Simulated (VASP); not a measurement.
Input:

```
CELL_PARAMETERS angstrom
      1.49596    -2.59108     0.00000
      1.49596     2.59108     0.00000
      0.00000     0.00000     5.39016
ATOMIC_POSITIONS crystal
  Cd 0.33333 0.66667 0.25000
  Cd 0.66667 0.33333 0.75000
```

Computed with PBEsol GGA, VASP's PBE PAW potentials (set 64) (plane waves; VASP 6.6.1). Numerical set-up: 500 eV cut-off, 14×14×7 Γ-centred mesh, first-order Methfessel-Paxton smearing of 0.10 eV, potentials Cd.

Q: Estimate the energy per atom (σ→0), band gap (on the k-mesh) with the smallest direct gap where there is one.

A: 
The band gap (on the k-mesh) is none (metal, semimetal or under 0.01 eV). The energy per atom (σ→0) comes out as -1.197 eV/atom.

Total energies compare only between runs with the same potentials, cut-off and functional.

The compound is Cd in the hcp structure. It was relaxed first.
